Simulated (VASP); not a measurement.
Here is the system:

Space group P6₃mc (No. 186); a = 3.2862 Å, b = 3.2862 Å, c = 5.3070 Å, α = 90.00°, β = 90.00°, γ = 120.00°

```json
[
 {"atom": "Zn", "site": "2b", "symmetry": "3m.", "x": "0.3333", "y": "0.6667", "z": "0.0014"},
 {"atom": "O", "site": "2b", "symmetry": "3m.", "x": "0.3333", "y": "0.6667", "z": "0.3806"}
]
```

These are PBE GGA, VASP's PBE PAW potentials (set 64) (plane waves; VASP 6.6.1) values and carry that method's errors. Numerical set-up: 600 eV cut-off, 8×8×6 Γ-centred mesh, Gaussian smearing of 0.050 eV, potentials Zn O.

Each relaxation starts from this cell; other phases were not tried.

Task: The cell is relaxed at 5 GPa. What happens?

Result: The volume per atom goes from 12.41 to 11.96 Å³ (-3.6 %), and the cell becomes a = b = 3.246 Å, c = 5.241 Å, α = β = 90.00°, γ = 120.00°, space group P6_3mc.

Task: The cell is relaxed at 15 GPa. What happens?

Result: The volume per atom goes from 12.41 to 11.28 Å³ (-9.1 %), and the cell becomes a = 3.1848 Å, b = 3.1848 Å, c = 5.1387 Å, α = 90.00°, β = 90.00°, γ = 120.00°, space group P6_3mc.

Failed runs are left out, and for metals the shear rows, which the mesh's noise covers.

The compound is ZnO in the wurtzite structure.
